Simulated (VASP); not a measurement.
Method: PBE GGA, VASP's PBE PAW potentials (set 64) (plane waves; VASP 6.6.1).

A VASP calculation is set up with these files.

File POSCAR:
```
SiC
1
    3.0760000000     0.0000000000     0.0000000000
   -1.5380000000     2.6638940000     0.0000000000
    0.0000000000     0.0000000000     5.0480000000
Si C
2 2
Direct
  0.6666670000   0.3333330000   0.0000000000
  0.3333330000   0.6666670000   0.5000000000
  0.6666670000   0.3333330000   0.3750000000
  0.3333330000   0.6666670000   0.8750000000
```

### KPOINTS
```
K-points
0
G
 10 10 5
```

INCAR:
```
ALGO = Normal
EDIFF = 1E-6
ENCUT = 400
GGA = PE
ISIF = 2
ISMEAR = 0
LASPH = .TRUE.
LCHARG = .FALSE.
LREAL = .FALSE.
LWAVE = .FALSE.
NELM = 100
PREC = Accurate
SIGMA = 0.136
SYSTEM = SiC
```

### KPOINTS_OPT
```
k-points along high-symmetry lines
6
Line-mode
Reciprocal
  0.000000   0.000000   0.000000 ! GAMMA
  0.500000   0.000000   0.000000 ! M

  0.500000   0.000000   0.000000 ! M
  0.333333   0.333333   0.000000 ! K

  0.333333   0.333333   0.000000 ! K
  0.000000   0.000000   0.000000 ! GAMMA

  0.000000   0.000000   0.000000 ! GAMMA
  0.000000   0.000000   0.500000 ! A

  0.000000   0.000000   0.500000 ! A
  0.500000   0.000000   0.500000 ! L

  0.500000   0.000000   0.500000 ! L
  0.333333   0.333333   0.500000 ! H

  0.333333   0.333333   0.500000 ! H
  0.000000   0.000000   0.500000 ! A

  0.500000   0.000000   0.500000 ! L
  0.500000   0.000000   0.000000 ! M

  0.333333   0.333333   0.500000 ! H
  0.333333   0.333333   0.000000 ! K
```

POTCAR, in this order: Si C (PBE.64 set). Program: vasp_std.

At this cut-off the stress carries a Pulay error, which pulls relaxed volumes low.

Question: Predict the energy per atom (σ→0), pressure, band gap (over mesh and band path).

Answer: 
- energy per atom (σ→0) = -7528 meV/atom
- band gap (over mesh and band path) = 2.24 eV
- pressure = 2.20 GPa

OSZICAR:
```
...
DAV:   9    -0.301119599400E+02    0.67147E-03   -0.61290E-03  1256   0.600E-01    0.133E-01
DAV:  10    -0.301122223352E+02   -0.26240E-03   -0.70087E-04  1196   0.189E-01    0.532E-02
DAV:  11    -0.301122337980E+02   -0.11463E-04   -0.11010E-04  1204   0.810E-02    0.119E-02
DAV:  12    -0.301122351341E+02   -0.13361E-05   -0.40196E-06  1256   0.161E-02    0.269E-03
DAV:  13    -0.301122355597E+02   -0.42556E-06   -0.19573E-07   740   0.379E-03
   1 F= -.30112236E+02 E0= -.30112236E+02  d E =-.659780E-11
       N       E                     dE             ncg
       N       E                     dE             ncg
```

The structure comes from a measured SiC entry (P6_3mc) of the Crystallography Open Database, whose conditions weren't checked. The cell was not relaxed at this level.
